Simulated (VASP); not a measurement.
A convergence study with VASP on Zr (hcp): one setting is varied, all else stays as given below, so the limit is that of these other settings.

```
CELL_PARAMETERS angstrom
      1.61500    -2.79726     0.00000
      1.61500     2.79726     0.00000
      0.00000     0.00000     5.15000
ATOMIC_POSITIONS crystal
  Zr 0.33333 0.66667 0.25000
  Zr 0.66667 0.33333 0.75000
```

Calculation: LDA (Ceperley-Alder, Perdew-Zunger), VASP's LDA PAW potentials (set 64) (plane waves; VASP). The tightest run used: 550 eV cut-off, 19×19×10 Monkhorst-Pack mesh, first-order Methfessel-Paxton smearing of 0.10 eV, potentials Zr_sv.

| setting | E (eV/atom) | pressure (GPa) | irreducible k-points |
|---|---|---|---|
| 1×1×1 mesh | -7.8508 | 34.55 | 1 |
| 2×2×1 mesh | -9.2819 | -3.44 | 2 |
| 3×3×2 mesh | -9.2790 | -6.84 | 3 |
| 4×4×2 mesh | -9.2890 | -5.50 | 6 |
| 5×5×3 mesh | -9.2616 | -5.60 | 10 |
| 6×6×3 mesh | -9.2498 | -5.32 | 24 |
| 7×7×4 mesh | -9.2462 | -5.80 | 16 |

Task: These are the cheaper rows. Estimate the results at 19×19×10 mesh, and how far the last row shown lies from them.

Result: 
```
quantity        tightest run  last row shown is off by
--------------  ------------  ------------------------
E (eV/atom)          -9.2637                    0.0175
pressure (GPa)         -5.98                      0.17
```

Left out are rungs that failed or repeat a setting and relaxations that didn't move; long series are thinned to 24 rows.

The compound is Zr in the hcp structure. The cell was not relaxed at this level.
